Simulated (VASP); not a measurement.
A cell of PtAl2 (fluorite) near equilibrium:

```yaml
crystal:
  lattice:
    - [0.00000, 2.94966, 2.94966]
    - [2.94966, 0.00000, 2.94966]
    - [2.94966, 2.94966, 0.00000]
  atoms:
    - { symbol: Al, position: [0.25000, 0.25000, 0.25000] }
    - { symbol: Al, position: [0.75000, 0.75000, 0.75000] }
    - { symbol: Pt, position: [0.00000, 0.00000, 0.00000] }
```

These are r2SCAN meta-GGA, VASP's PBE PAW potentials (set 64) (plane waves; VASP 6.6.1) values and carry that method's errors.

```json
[
 {"run": "as it is", "ΔE (meV/atom)": "0.0", "σxx": "0.09", "σyy": "0.09", "σzz": "0.09", "largest shear component, with its sign (GPa)": "0.00", "largest force (eV/Å)": "0.000"},
 {"run": "after one change", "ΔE (meV/atom)": "43.5", "σxx": "2.00", "σyy": "1.30", "σzz": "1.30", "largest shear component, with its sign (GPa)": "-5.21", "largest force (eV/Å)": "1.352"}
]
```
Stress is in GPa, positive when the cell is compressed.

Problem. Name the change that produced these shifts.
A) atom 2 (Al) moved by 0.075 Å along x
B) uniaxial strain of +1.0 % along x
C) atom 3 (Pt) moved by 0.075 Å along z
D) atom 2 (Al) moved by -0.200 Å along x

Solution. D, atom 2 (Al) moved by -0.200 Å along x

The compound is PtAl2 in the fluorite structure.
